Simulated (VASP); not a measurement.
Wanted: the native input for a VASP 6.6.1 run.

```yaml
Task: single point
Functional: r2SCAN
Potentials_or_basis: VASP PAW PBE potentials, release 64 (Pm, S)
Cutoff: 520 eV
k_mesh: 6 × 6 × 5
Occupations: gaussian, width 0.05 eV
Spin: no spin polarisation
Hubbard_terms: Pm f U = 7 eV
Further_INCAR_settings: ALGO = Normal; EDIFF = 1e-06
```

The structure of PmS lies in POSCAR:

```
PmS
1.0
    3.7551346500      0.0000000000      0.0000000000
   -1.8775673200      3.2520420000      0.0000000000
    0.0000000000      0.0000000000      3.6648253700
Pm S
1 1
Direct
    0.0000000000      0.0000000000      0.0000000000
    0.6666666667      0.3333333333      0.5000000000
```

The cell comes from a database or a generator and needn't be the stable form of this composition.

These files were run (other wordings do the same):

INCAR

```
ALGO = Normal ; EDIFF = 1E-6
ENCUT = 520 ; ISIF = 2
ISMEAR = 0 ; LASPH = T
LCHARG = T ; LDAU = T
LDAUJ = 0 0 ; LDAUL = 3 -1
LDAUPRINT = 1 ; LDAUTYPE = 2
LDAUU = 7 0 ; LELF = T
LMAXMIX = 6 ; LMIXTAU = T
LREAL = F ; LVHAR = T
LWAVE = F ; METAGGA = R2SCAN
NELM = 150 ; PREC = Accurate
SIGMA = 0.05
```

KPOINTS

```
k-points
0
Gamma
  6 6 5
```

Potentials or basis: VASP PAW PBE potentials, release 64 (Pm, S).

Command:

```bash
$ cat potpaw_PBE.64/Pm/POTCAR potpaw_PBE.64/S/POTCAR > POTCAR
$ mpirun -np 1 vasp_std > vasp.out
```

Results of the run:

```
Pressure               : 4.5 GPa
Band gap on the k mesh : none (metal or under the smearing width)
```

Caveat: the PAW data sets were made with another functional, which shifts forces and pressure a little; U without spin polarisation on a metal has little footing.

It took 50 s on 1 thread of Intel(R) Xeon(R) 6975P-C (Granite Rapids), with other jobs on the host, peak memory 0.18 GiB.
